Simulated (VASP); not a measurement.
A convergence study with VASP on Al (fcc): one setting is varied, all else stays as given below, so the limit is that of these other settings. Each run relaxes cell and ions from the cell shown.

```
Al
1.0
    0.00000     2.02500     2.02500
    2.02500     0.00000     2.02500
    2.02500     2.02500     0.00000
Al
1
Direct
  0.00000   0.00000   0.00000
```

These are PBE GGA, VASP's PBE PAW potentials (set 64) (plane waves; VASP) values and carry that method's errors. The tightest run used: 550 eV cut-off, 20×20×20 Γ-centred mesh, first-order Methfessel-Paxton smearing of 0.10 eV, potentials Al.

Task: The settings run are 2×2×2 mesh; 3×3×3 mesh; 4×4×4 mesh; 5×5×5 mesh; 7×7×7 mesh; 8×8×8 mesh; 9×9×9 mesh; 10×10×10 mesh; 11×11×11 mesh; 12×12×12 mesh; 13×13×13 mesh; 14×14×14 mesh; 15×15×15 mesh; 16×16×16 mesh; 17×17×17 mesh; 18×18×18 mesh; 19×19×19 mesh; 20×20×20 mesh. From which on does the relaxed volume stay within 0.1 Å³/atom of the tightest run?

Result: From 8×8×8 mesh on: it is off by 0.031 there and by no more than 0.1 in any finer run, while 7×7×7 mesh is off by 0.146.
| setting | relaxed volume (Å³/atom) | E (eV/atom) | irreducible k-points | difference judged (Å³/atom) |
|---|---|---|---|---|
| 2×2×2 mesh | 15.680 | -4.4343 | 3 | 0.801 |
| 3×3×3 mesh | 16.368 | -3.1638 | 4 | 0.113 |
| 4×4×4 mesh | 16.621 | -3.4492 | 8 | 0.140 |
| 5×5×5 mesh | 16.876 | -3.6853 | 10 | 0.395 |
| 7×7×7 mesh | 16.335 | -3.7915 | 20 | 0.146 |
| 8×8×8 mesh | 16.512 | -3.7393 | 29 | 0.031 |
| 9×9×9 mesh | 16.558 | -3.7152 | 35 | 0.077 |
| 10×10×10 mesh | 16.429 | -3.7250 | 47 | 0.051 |
| 11×11×11 mesh | 16.502 | -3.7531 | 56 | 0.021 |
| 12×12×12 mesh | 16.531 | -3.7539 | 72 | 0.050 |
| 13×13×13 mesh | 16.475 | -3.7421 | 84 | 0.006 |
| 14×14×14 mesh | 16.434 | -3.7383 | 104 | 0.047 |
| 15×15×15 mesh | 16.455 | -3.7457 | 120 | 0.026 |
| 16×16×16 mesh | 16.475 | -3.7517 | 145 | 0.006 |
| 17×17×17 mesh | 16.477 | -3.7477 | 165 | 0.004 |
| 18×18×18 mesh | 16.500 | -3.7429 | 195 | 0.019 |
| 19×19×19 mesh | 16.486 | -3.7411 | 220 | 0.005 |
| 20×20×20 mesh | 16.481 | -3.7451 | 256 | 0.000 |

Left out are rungs that failed or repeat a setting and relaxations that didn't move; long series are thinned to 24 rows.

The compound is Al in the fcc structure.
